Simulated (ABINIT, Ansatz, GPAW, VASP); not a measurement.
## Code comparison for YSe (Fm-3m, 2 atoms in the cell)

Self-consistent single point, at a second geometry (lattice scaled by 0.98). First geometry:

```yaml
crystal:
  lattice:
    - [0.00000, 2.87839, 2.87839]
    - [2.87839, 0.00000, 2.87839]
    - [2.87839, 2.87839, 0.00000]
  atoms:
    - { symbol: Y, position: [0.50000, 0.50000, 0.50000] }
    - { symbol: Se, position: [0.00000, 0.00000, 0.00000] }
```

Shared settings, as Ansatz (an electronic-structure program) writes them: kpoints.mp_grid.grid = 8 8 8; scf.occupations.method = gaussian; scf.occupations.width = 0.2 eV. Potentials and cutoffs stand in the table.

```json
[
 {"code": "GPAW", "model": "PBEsol, GPAW PAW datasets PBEsol (made by gpaw-setup)", "ΔF from the first geometry (meV/atom)": "-4.2", "pressure (GPa)": "2.16", "cutoff": "550 eV"},
 {"code": "Ansatz", "model": "PBEsol, PAW files made with PBE", "ΔF from the first geometry (meV/atom)": "-2.4", "pressure (GPa)": "2.45", "cutoff": "default"},
 {"code": "VASP", "model": "PBEsol, VASP's PBE PAW potentials (set 64)", "ΔF from the first geometry (meV/atom)": "-1.5", "pressure (GPa)": "2.47", "cutoff": "300 eV"},
 {"code": "ABINIT", "model": "PBEsol, PAW (JTH v2.0 PBE PAW, files made for PBE)", "ΔF from the first geometry (meV/atom)": "-2.5", "pressure (GPa)": "2.39", "cutoff": "20 Ha"}
]
```

The spread over the programs that give each value: ΔF from the first geometry within 2.7 meV/atom; pressure within 0.31 GPa.

Ansatz's pressure is given at a fixed set of plane waves, as the other plane-wave codes print theirs.

VASP's run is marked for a possible Pulay error in its stress at this cutoff; no cutoff test was made.

The starting cell comes from a database of computed structures (which also holds hypothetical and non-ambient phases and stackings), without a prior relaxation at this level. For this run, on top of that: lattice scaled by 0.98.

Left out of this page: Quantum ESPRESSO, CP2K, Elk, FLEUR and SIESTA (not drawn, or without a comparable value).

Keys are those of Ansatz 0.2.
